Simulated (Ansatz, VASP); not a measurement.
# TiC: VASP beside Ansatz

Wanted: the spread between two codes on one cell, functional and k mesh. Of the first pair: The cell is taken from a series of runs on this material, whose earlier steps may have relaxed, scaled, displaced or heated it; both programs get it as it stands.

Main program and level: Ansatz 0.2.0; plane waves, with VASP 6.6.1 beside it; relaxation of cell and atoms at PBEsol and single point at PBEsol.

## Step 1: Starting point

It takes space group Fm-3m (No. 225, cubic). Conventional cell: a = 4.293 Å, b = 4.293 Å, c = 4.293 Å, α = 90.00°, β = 90.00°, γ = 90.00°. Nearest to Ti lie 6 C at 2.15 Å. Nearest to C lie 6 Ti at 2.15 Å. Farther neighbours are not listed.

## Step 2: Ansatz: relaxation of cell and atoms, PBEsol

Ansatz runs on its PAW soft_1 files.

The relaxed volume is the usual yardstick between codes: in a stiff, nearly cubic crystal its relative difference is about their pressure difference at one cell divided by the bulk modulus.

Contents of input.yaml:

```yaml
crystal:
  lattice:
    - [0.0, 2.1464038828, 2.1464038828]
    - [2.1464038828, 0.0, 2.1464038828]
    - [2.1464038828, 2.1464038828, 0.0]
  atoms:
    - { symbol: Ti, position: [0.0, 0.0, 0.0] }
    - { symbol: C, position: [0.5, 0.5, 0.5] }
kpoints:
  mp_grid: { grid: [17, 17, 17] }
scf:
  occupations: { method: fermi_dirac, width: 0.05 }
hamiltonian:
  xc: pbesol
  pseudopotentials: { kind: paw, azcp: { folder: soft_1 }, xc_functional: pbe }
basis:
  ecutwfc: 600
output:
  forces: true
  stress: true
relax:
  f_tol: 0.005
  max_steps: 70
  cell: { stress_tol: 0.02, p_target: 0 }
```

Started as:

```
$ ansatz run input.yaml --threads 4 --pin off --max-ram 10240MiB --backend cpu --events-out ev --progress --plain --runs-dir out
```

Numbers of over 12 decimals in the logs are rounded to 6 here.

Output:

```text
Engine: ansatz 0.2.0, aarch64-unknown-linux-gnu
Pseudopotentials: kind: paw
Pseudopotential: Ti, paw, valence charge 12, recommended cutoff 420 eV (normal), soft_1/Ti.paw.azcp
Pseudopotential: C, paw, valence charge 4, recommended cutoff 420 eV (normal), soft_1/C.paw.azcp
Functional definition: PBEsol
  exchange = pbesol_x
  correlation = pbesol_c
Crystal: 2 atoms, lattice volume = 19.777 Å³
Basis set: ecut = 600 eV, 645 PW (Γ), exchange–correlation on 50×50×50 points (8 copies of the dense FFT grid, shifted against one another)
Bands: 12, of which v1, the nominal top of the filled ones, is band 8 counted from 1 (7 counted from 0)
Symmetry: 48 space group operations
Space group: Fm-3m (ITA 225), of the structure as read, at distance tolerance 2.7e-5 Å
k-points: 165 of 4913
Non-local potential: Ti, projectors of the file, l = 0: 3, l = 1: 2, l = 2: 3, l = 3: 1
Non-local potential: C, projectors of the file, l = 0: 2, l = 1: 2, l = 2: 1
PAW form: soft (Blöchl's): semilocal exchange-correlation on the pseudo side does not see the compensation charge
PAW frozen core: Ti, regenerated for the run's functional, and the local potential with it (the file was generated under x = pbe(κ = 0.804, μ = 0.219515), c = pbe(β = 0.066725))
PAW frozen core: C, regenerated for the run's functional, and the local potential with it (the file was generated under x = pbe(κ = 0.804, μ = 0.219515), c = pbe(β = 0.066725))
PAW one-centre angular grid: Ti, 590 points (default); XC on 64 Gauss nodes
PAW one-centre angular grid: C, 110 points (default); XC on 64 Gauss nodes
Initial density: superposition of atomic densities (chi_scale 0.1, normalization cell, long waves kept (reshape's long-wave potential 0.00 eV rms))
Initial wavefunctions: pseudopotential atomic-orbital guess
Functional: x = pbesol(κ = 0.804, μ = 0.123457), c = pbesol(β = 0.046)
SCF iter   1: F=—  HF=-2723.421971 eV  |F-HF|=—  |Δ(HF+E_count)|=         —  Δρ=1.39e-1  dr2=4.90e0  ethr=3.10e-3  ⟨swp⟩=4.4  Hψ=9677  notcnv=0
preconditioner: auto → none  [metal: Δε(μ)=0.033 eV  Ē_g=9.202 eV  σ=0.050 eV  W_gap=0.16  n_scr=8 (ndim 8)  ℏωp=23.6 eV  f_vac=0.000  D(μ)=0.20/eV (n_scr^D=0)  sad-step TF]
SCF iter   2: F=—  HF=-2722.928385 eV  |F-HF|=—  |Δ(HF+E_count)|=   4.94e-1  Δρ=9.73e-2  dr2=2.47e0  ethr=3.10e-3  ⟨swp⟩=2.0  Hψ=3948  notcnv=0
SCF iter   3: F=—  HF=-2722.433629 eV  |F-HF|=—  |Δ(HF+E_count)|=   4.95e-1  Δρ=8.38e-3  dr2=7.88e-3  ethr=3.10e-3  ⟨swp⟩=2.9  Hψ=4073  notcnv=0
SCF iter   4: F=—  HF=-2722.430763 eV  |F-HF|=—  |Δ(HF+E_count)|=   2.87e-3  Δρ=1.43e-3  dr2=1.89e-4  ethr=4.93e-5  ⟨swp⟩=2.0  Hψ=4670  notcnv=0
SCF iter   5: F=—  HF=-2722.430891 eV  |F-HF|=—  |Δ(HF+E_count)|=   1.28e-4  Δρ=3.80e-4  dr2=2.08e-5  ethr=1.18e-6  ⟨swp⟩=2.0  Hψ=2646  notcnv=0
SCF iter   6: F=—  HF=-2722.430888 eV  |F-HF|=—  |Δ(HF+E_count)|=   3.41e-6  Δρ=5.05e-5  dr2=4.75e-7  ethr=1.30e-7  ⟨swp⟩=2.0  Hψ=3158  notcnv=0
SCF iter   7: F=-2722.430888 eV  HF=-2722.430888 eV  |F-HF|=1.14e-9  |Δ(HF+E_count)|=   1.30e-7  Δρ=2.72e-6  dr2=1.25e-9  ethr=6.25e-10  ⟨swp⟩=4.1  Hψ=6174  notcnv=0
SCF 1 converged in 7 iterations: F = -2722.430888 eV  dr2 = 1.25e-9
  greatest PAW one-centre occupation: 0.998 electrons in one spin orbital (limit 2), on the Ti atom at site 0 (counted from 0), in its partial waves of l = 0
relax step   1: F+E_penalty+E_count = -2722.43088755 eV  Δ(F+E_penalty+E_count) = +0.000e0 eV  max|allowed force component| = 3.155e-30 eV/Å  Δτ_max = 0.0000 Å  P = -0.000 GPa  Ω = 19.777 Å³  (7 SCF iters, dr2 threshold 1.00e-7 eV, accepted)
Initial density: handed on by an earlier stage of this run
Initial wavefunctions: pseudopotential atomic-orbital guess (no wavefunctions were taken with the density)
iter 1 solved again at ethr=1.40e-9 eV; its pass at ethr=3.10e-3 eV (dr2=2.25e-7 eV) is discarded
SCF iter   1: F=—  HF=-2722.430888 eV  |F-HF|=—  |Δ(HF+E_count)|=         —  Δρ=2.67e-6  dr2=1.13e-9  ethr=1.40e-9  ⟨swp⟩=3.0  Hψ=15494  notcnv=0
preconditioner: auto → none  [metal: Δε(μ)=0.025 eV  Ē_g=8.064 eV  σ=0.050 eV  W_gap=0.12  n_scr=8 (ndim 8)  ℏωp=23.6 eV  f_vac=0.000  D(μ)=0.33/eV (n_scr^D=0)]
SCF iter   2: F=—  HF=-2722.430888 eV  |F-HF|=—  |Δ(HF+E_count)|=   3.82e-7  Δρ=9.74e-7  dr2=1.84e-10  ethr=7.03e-12  ⟨swp⟩=2.7  Hψ=3286  notcnv=0
SCF iter   3: F=—  HF=-2722.430888 eV  |F-HF|=—  |Δ(HF+E_count)|=  3.41e-11  Δρ=2.67e-7  dr2=1.00e-11  ethr=1.15e-12  ⟨swp⟩=2.1  Hψ=2286  notcnv=0
iter 4 did not close the SCF: its close was put off for the readings that it lacked (scf_convergence_deferred on its scf_iter line)
SCF iter   4: F=-2722.430888 eV  HF=-2722.430888 eV  |F-HF|=4.55e-13  |Δ(HF+E_count)|=  1.36e-12  Δρ=2.85e-8  dr2=6.12e-14  ethr=1.00e-12  ⟨swp⟩=1.0  Hψ=1980  notcnv=0
iter 5 did not close the SCF: its close was put off for the readings that it lacked (scf_convergence_deferred on its scf_iter line)
SCF iter   5: F=-2722.430888 eV  HF=-2722.430888 eV  |F-HF|=0.00e0  |Δ(HF+E_count)|=  4.55e-13  Δρ=1.05e-8  dr2=2.35e-14  ethr=1.00e-12  ⟨swp⟩=1.0  Hψ=1980  notcnv=0
iter 6 did not close the SCF: its close was put off for the readings that it lacked (scf_convergence_deferred on its scf_iter line)
SCF iter   6: F=-2722.430888 eV  HF=-2722.430888 eV  |F-HF|=1.82e-12  |Δ(HF+E_count)|=  9.09e-13  Δρ=4.49e-9  dr2=4.62e-15  ethr=1.00e-12  ⟨swp⟩=1.0  Hψ=1980  notcnv=0
iter 7 did not close the SCF: its close was put off for the readings that it lacked (scf_convergence_deferred on its scf_iter line)
SCF iter   7: F=-2722.430888 eV  HF=-2722.430888 eV  |F-HF|=0.00e0  |Δ(HF+E_count)|=  9.09e-13  Δρ=2.96e-10  dr2=1.55e-17  ethr=1.00e-12  ⟨swp⟩=1.0  Hψ=1980  notcnv=0
SCF iter   8: F=-2722.430888 eV  HF=-2722.430888 eV  |F-HF|=4.55e-13  |Δ(HF+E_count)|=    0.00e0  Δρ=9.02e-10  dr2=1.91e-16  ethr=1.00e-12  ⟨swp⟩=1.8  Hψ=4846  notcnv=0
SCF 2 converged in 8 iterations: F = -2722.430888 eV  dr2 = 1.91e-16
relax step   2: F+E_penalty+E_count = -2722.43088755 eV  Δ(F+E_penalty+E_count) = -6.276e-10 eV  max|allowed force component| = 3.024e-30 eV/Å  Δτ_max = 0.0000 Å  P = -0.000 GPa  Ω = 19.777 Å³  stress off target by 3.92e-4 GPa  SCF on the basis re-selected at this cell (its energy is not comparable with the rows above)  (8 SCF iters)
basis re-selected at this cell: Δ(F+E_penalty+E_count) = -6.276e-10 eV, ΔP = -0.000 GPa vs the last step (what re-selecting the basis moved, of the pressure what is left beyond the Pulay correction that the steps carried, after the strain that the cell walked since its last selection, with what the two solves' SCF thresholds leave and, on support functions, any second-order correction that the steps lacked; it is no  [...]
SCF converged after 8 iterations
Free energy (F): -2722.430888 eV
Harris-Foulkes:  -2722.430888 eV  (|F-HF|=4.55e-13)
Internal energy: -2722.428230 eV  (E = F + TS)
E sigma→0 (E₀):  -2722.429559 eV
Entropy (-TS):   -0.002658 eV (-1.329 meV/atom)
Fermi energy:    14.973597 eV
--- Per-component energies (eV) ---
  E_band       = -104.834982
  E_kinetic    = 367.220407
  E_local      = -813.400174  (includes V_loc(G=0)·N_el)
  E_nonlocal   = 84.555023
  E_hartree    = 320.824599
  E_xc         = -163.752918
  E_vxc        = -205.215259  (∫ρ·V_xc dr)
  E_paw        = -1112.234065  (= ΣΔE_a)
  E_vpaw       = -179.644161  (= ΣTr[D̂ρ^β])
  E_aug_tail   = -0.000015  (compensation charges beyond the density's cutoff)
  E_ewald      = -1405.801571
  E_core_change = 0.160485  (= ΣΔE_core)
  E_smearing   = -0.002658  (= −TS)
  E_closure    = 0.000000  (closes the sum)
  Σ components = -2722.430888   (vs F -2722.430888, Δ=0.00e0)
--- Forces (eV/Å), atoms counted from 1 ---
  atom   1  Ti    -0.00000000     0.00000000     0.00000000
  atom   2  C      0.00000000     0.00000000     0.00000000
  max |Σ_I F_I| component: 2.89e-30 eV/Å
--- Stress (GPa, compression-positive) ---
       -0.000392       0.000000       0.000000
       -0.000000      -0.000392      -0.000000
       -0.000000      -0.000000      -0.000392
  P = ⅓ Tr σ = -0.0004 GPa (-0.004 kbar)
--- Relaxed structure (1 steps of the walk, 1 accepted, 1 SCFs on fresh bases) ---
  F+E_penalty+E_count = -2722.43088755 eV   max|allowed force component| = 3.024e-30 eV/Å   (the final SCF, on the basis selected at the relaxed cell)
  cell:  # Å, volume = 19.7772 Å³
    - [0.0, 2.1464038828, 2.1464038828]
    - [2.1464038828, 0.0, 2.1464038828]
    - [2.1464038828, 2.1464038828, 0.0]
  atoms:
    - { symbol: Ti, position: [0.0, 0.0, 0.0] }
    - { symbol: C, position: [0.5, 0.5, 0.5] }
```

Reading the cycles: dr2 is the Hartree energy of the density residual (eV), the measure of convergence; HF is the Harris–Foulkes estimate of the energy, which meets the free energy F at convergence.

## Step 3: VASP: relaxation of cell and atoms, PBEsol

The same cell, functional, mesh and smearing now go to VASP, with its own data sets.

Lines of VASP's logs that name or quote its potential files are left out, and so is its time.

Contents of INCAR:

```
SYSTEM = TiC
PREC = Accurate
ENCUT = 600
EDIFF = 1E-07
NELM = 120
ISMEAR = -1
SIGMA = 0.05
LREAL = .FALSE.
ALGO = Normal
GGA = PS
NBANDS = 14
LASPH = .TRUE.
LORBIT = 11
LWAVE = .FALSE.
LCHARG = .FALSE.
ISIF = 3
IBRION = 2
NSW = 80
EDIFFG = -0.005
GGA_COMPAT = .FALSE.
NELMIN = 4
KPAR = 2
```

Contents of POSCAR:

```
TiC
1.0
    0.0000000000      2.1464038828      2.1464038828
    2.1464038828      0.0000000000      2.1464038828
    2.1464038828      2.1464038828      0.0000000000
Ti C
1 1
Direct
    0.0000000000      0.0000000000      0.0000000000
    0.5000000000      0.5000000000      0.5000000000
```

Contents of KPOINTS:

```
Automatic mesh
0
Gamma
17 17 17
0 0 0
```

Potentials, in the order of the species: Ti_sv and C (PBE family, release 64).

Started as:

```
$ mpirun -np 2 vasp_std
```

Output:

```text
[banner, memory and clock lines left out]
running    2 mpi-ranks, on    1 nodes
 distrk:  each k-point on    1 cores,    2 groups
 distr:  one band on    1 cores,    1 groups

 POSCAR found type information on POSCAR TiC
 POSCAR found :  2 types and       2 ions
|                                                                             |
|               ----> ADVICE to this user running VASP <----                  |
|                                                                             |
|     You enforced a specific xc type in the INCAR file but a different       |
|     [... a line on the potential file left out ...]
|     I HOPE YOU KNOW WHAT YOU ARE DOING!                                     |
|                                                                             |

 LDA part: xc-table for (Slater+PW92), standard interpolation
 POSCAR, INCAR and KPOINTS ok, starting setup
 FFT: planning ... GRIDC
 FFT: planning ... GRID_SOFT
 FFT: planning ... GRID
 WAVECAR not read
 entering main loop
       N       E                     dE             d eps       ncg     rms          rms(c)
DAV:   1     0.126404067586E+03    0.12640E+03   -0.88188E+03  4634   0.151E+03
DAV:   2    -0.163647841081E+02   -0.14277E+03   -0.13476E+03  4920   0.371E+02
DAV:   3    -0.247872754269E+02   -0.84225E+01   -0.82015E+01  6152   0.866E+01
DAV:   4    -0.251499729067E+02   -0.36270E+00   -0.36232E+00  5714   0.161E+01
DAV:   5    -0.251599330622E+02   -0.99602E-02   -0.99594E-02  6172   0.232E+00    0.190E+01
DAV:   6    -0.203587085481E+02    0.48012E+01   -0.12532E+01  6648   0.602E+01    0.664E+00
DAV:   7    -0.198449882147E+02    0.51372E+00   -0.20103E+00  5614   0.212E+01    0.529E+00
DAV:   8    -0.198114988017E+02    0.33489E-01   -0.11252E-01  5196   0.421E+00    0.312E+00
DAV:   9    -0.198069856406E+02    0.45132E-02   -0.10108E-01  5610   0.384E+00    0.807E-01
DAV:  10    -0.198056177351E+02    0.13679E-02   -0.98593E-03  6378   0.136E+00    0.703E-01
DAV:  11    -0.198035038244E+02    0.21139E-02   -0.53145E-03  4944   0.110E+00    0.135E-01
DAV:  12    -0.198034947939E+02    0.90304E-05   -0.35142E-04  5298   0.218E-01    0.407E-02
DAV:  13    -0.198034860996E+02    0.86943E-05   -0.15553E-05  6050   0.339E-02    0.596E-03
DAV:  14    -0.198034855293E+02    0.57026E-06   -0.40529E-07  5632   0.835E-03    0.227E-03
DAV:  15    -0.198034854191E+02    0.11023E-06   -0.77969E-08  3970   0.425E-03    0.101E-03
DAV:  16    -0.198034854155E+02    0.35996E-08   -0.57271E-08  2712   0.283E-03
   1 F= -.19803485E+02 E0= -.19802153E+02  d E =-.198035E+02
 curvature:   0.00 expect dE= 0.000E+00 dE for cont linesearch  0.000E+00
 trial: gam= 0.00000 g(F)=  0.600E-61 g(S)=  0.700E-04 ort = 0.000E+00 (trialstep = 0.100E+01)
 search vector abs. value=  0.700E-04
 bond charge predicted
       N       E                     dE             d eps       ncg     rms          rms(c)
DAV:   1    -0.198043584131E+02   -0.87299E-03   -0.17771E-02  5382   0.200E+00    0.301E-01
DAV:   2    -0.198036404506E+02    0.71796E-03   -0.27054E-03  5508   0.916E-01    0.944E-02
DAV:   3    -0.198034534315E+02    0.18702E-03   -0.38623E-04  6522   0.265E-01    0.360E-02
DAV:   4    -0.198034532785E+02    0.15292E-06   -0.18979E-04  6210   0.133E-01    0.198E-02
DAV:   5    -0.198034656731E+02   -0.12395E-04   -0.14412E-05  5344   0.360E-02    0.781E-03
DAV:   6    -0.198034712351E+02   -0.55620E-05   -0.11910E-05  7146   0.157E-02    0.562E-03
DAV:   7    -0.198034719836E+02   -0.74846E-06   -0.73666E-07  5174   0.850E-03    0.300E-03
DAV:   8    -0.198034720243E+02   -0.40743E-07   -0.83518E-07  6234   0.738E-03
   2 F= -.19803472E+02 E0= -.19802137E+02  d E =0.133912E-04
 trial-energy change:    0.000013  1 .order    0.000011   -0.000070    0.000092
 step:   0.4116(harm=  0.4309)  dis= 0.00000  next Energy=   -19.803500 (dE=-0.143E-04)
 bond charge predicted
       N       E                     dE             d eps       ncg     rms          rms(c)
DAV:   1    -0.198038042070E+02   -0.33222E-03   -0.61662E-03  5382   0.118E+00    0.176E-01
DAV:   2    -0.198035544745E+02    0.24973E-03   -0.91728E-04  5504   0.535E-01    0.549E-02
DAV:   3    -0.198034911627E+02    0.63312E-04   -0.13077E-04  6514   0.154E-01    0.214E-02
DAV:   4    -0.198034915209E+02   -0.35820E-06   -0.65271E-05  6192   0.784E-02    0.116E-02
DAV:   5    -0.198034967179E+02   -0.51969E-05   -0.50070E-06  5336   0.216E-02    0.439E-03
DAV:   6    -0.198034993160E+02   -0.25981E-05   -0.39454E-06  7118   0.897E-03    0.322E-03
DAV:   7    -0.198034998359E+02   -0.51993E-06   -0.23822E-07  5058   0.488E-03    0.175E-03
DAV:   8    -0.198034999500E+02   -0.11407E-06   -0.29488E-07  5676   0.441E-03    0.669E-04
DAV:   9    -0.198034999580E+02   -0.80354E-08   -0.18887E-08  2718   0.123E-03
   3 F= -.19803500E+02 E0= -.19802166E+02  d E =-.145425E-04
 curvature:  -0.22 expect dE=-0.533E-08 dE for cont linesearch -0.533E-08
 trial: gam=-0.01846 g(F)=  0.230E-60 g(S)=  0.248E-07 ort = 0.132E-05 (trialstep = 0.882E+00)
 search vector abs. value=  0.109E-09
 reached required accuracy - stopping structural energy minimisation
```

OUTCAR, selected parts (step 3):

```text
ion  position               nearest neighbor table
   1  0.000  0.000  0.000-   2 2.15   2 2.15   2 2.15   2 2.15   2 2.15   2 2.15
   2  0.500  0.500  0.500-   1 2.15   1 2.15   1 2.15   1 2.15   1 2.15   1 2.15

  LATTYP: Found a face centered cubic cell.
 ALAT       =     4.2928077656

 Subroutine GETGRP returns: Found 48 space group operations
 (whereof 48 operations were pure point group operations)

The static configuration has the point symmetry O_h .

 Found    165 irreducible k-points:

   k-points           NKPTS =    165   k-points in BZ     NKDIM =    165   number of bands    NBANDS=     14

   dimension x,y,z NGX =    24 NGY =   24 NGZ =   24
   dimension x,y,z NGXF=    48 NGYF=   48 NGZF=   48

   ENCUT  =  600.0 eV  44.10 Ry    6.64 a.u.   6.06  6.06  6.06*2*pi/ulx,y,z

   NELECT =      16.0000    total number of electrons

 k-points in reciprocal lattice and weights: Automatic mesh
   0.00000000  0.00000000  0.00000000       0.000
   0.05882353  0.00000000  0.00000000       0.002
   0.11764706  0.00000000  0.00000000       0.002
   0.17647059  0.00000000  0.00000000       0.002
   0.23529412  0.00000000  0.00000000       0.002
   0.29411765  0.00000000  0.00000000       0.002
   0.35294118  0.00000000  0.00000000       0.002
   0.41176471  0.00000000  0.00000000       0.002
   0.47058824  0.00000000  0.00000000       0.002
[...]
-0.29411765  0.47058824  0.17647059       0.005
  -0.29411765  0.47058824  0.23529412       0.005

 average (electrostatic) potential at core
       1 -70.5742       2 -44.2984

 E-fermi :   9.6045

 k-point     1 :       0.0000    0.0000    0.0000
  band No.  band energies     occupation
      1     -46.6460      2.00000
      2     -22.7588      2.00000
      3     -22.7588      2.00000
      4     -22.7588      2.00000
      5      -2.8791      2.00000
      6      10.2808      0.00000
      7      10.2808      0.00000
      8      10.2808      0.00000
      9      11.3458      0.00000
     10      11.3458      0.00000
    ...

 k-point     2 :       0.0588    0.0000    0.0000
  band No.  band energies     occupation
      1     -46.6432      2.00000
      2     -22.7785      2.00000
      3     -22.7607      2.00000
      4     -22.7607      2.00000
      5      -2.7975      2.00000
      6       9.8782      0.00836
      7      10.1195      0.00007
      8      10.1195      0.00007
      9      10.6732      0.00000
     10      10.6732      0.00000
    ...

 k-point     3 :       0.1176    0.0000    0.0000
  band No.  band energies     occupation
    ...
      4     -22.7658      2.00000
      5      -2.5573      2.00000
      6       9.0604      1.99996
      7       9.4105      1.95948
      8       9.4105      1.95948
      9      10.7005      0.00000
     10      10.7005      0.00000
     11      11.8878      0.00000
     12      13.3758      0.00000
     13      13.3758      0.00000
    ...

  Total        0.0005852      0.0005852      0.0005852      0.0000000      0.0000000      0.0000000
  in kB        0.0473615      0.0473615      0.0473615      0.0000000      0.0000000      0.0000000
  external PRESSURE =       0.0473615 kB  Pullay stress =       0.0000000 kB

  energy-cutoff  :      600.00
  volume of cell :       19.80
      direct lattice vectors                 reciprocal lattice vectors
     0.000000000  2.147066815  2.147066815    -0.232875846  0.232875846  0.232875846
     2.147066815  0.000000000  2.147066815     0.232875846 -0.232875846  0.232875846
     2.147066815  2.147066815  0.000000000     0.232875846  0.232875846 -0.232875846

 POSITION                                       TOTAL-FORCE (eV/Angst)
 -----------------------------------------------------------------------------------
      0.00000      0.00000      0.00000         0.000000      0.000000      0.000000
      2.14707      2.14707      2.14707        -0.000000     -0.000000     -0.000000
 -----------------------------------------------------------------------------------
    total drift:                                0.000000     -0.000000     -0.000000

  FREE ENERGIE OF THE ION-ELECTRON SYSTEM (eV)
  ---------------------------------------------------
  free  energy   TOTEN  =       -19.8034999580 eV

  energy  without entropy=      -19.8008328486  energy(sigma->0) =      -19.80216640

 reached required accuracy - stopping structural energy minimisation

 total charge
# of ion       s       p       d       tot
------------------------------------------
    1        2.206   6.264   1.995  10.465
    2        0.891   1.506   0.000   2.397
--------------------------------------------------
tot          3.098   7.769   1.995  12.862

[... 3 further parts left out ...]
```

## Step 4: Comparison

Known differences besides the potentials themselves: Ansatz makes its cores anew for this functional, VASP keeps those of its PBE data sets; Ansatz adds a Pulay correction to the stress that steers its cell, VASP none. Total energies have different zeros and are not compared.

Both answers:

| quantity | Ansatz | VASP | difference |
| --- | --- | --- | --- |
| volume (Å³) | 19.78 | 19.80 | -0.09 % |
| edge a after relaxation, in the typed setting (Å) | 3.035 | 3.036 | -0.03 % |

(Part 1 of 2 ends here.)

[Lines on the potential files, build, host, timing and source positions are cut from VASP's logs without a mark.]

[Logs are printed without paths, hosts, clocks, repeated set-up lines and the standing remarks that a program may print on its own settings, such as how far it seeks lower states.]

[Hosts, paths, dates, database ids (printed as entryN), source tags and the programs' standing remarks are cut or masked in the printed files.]
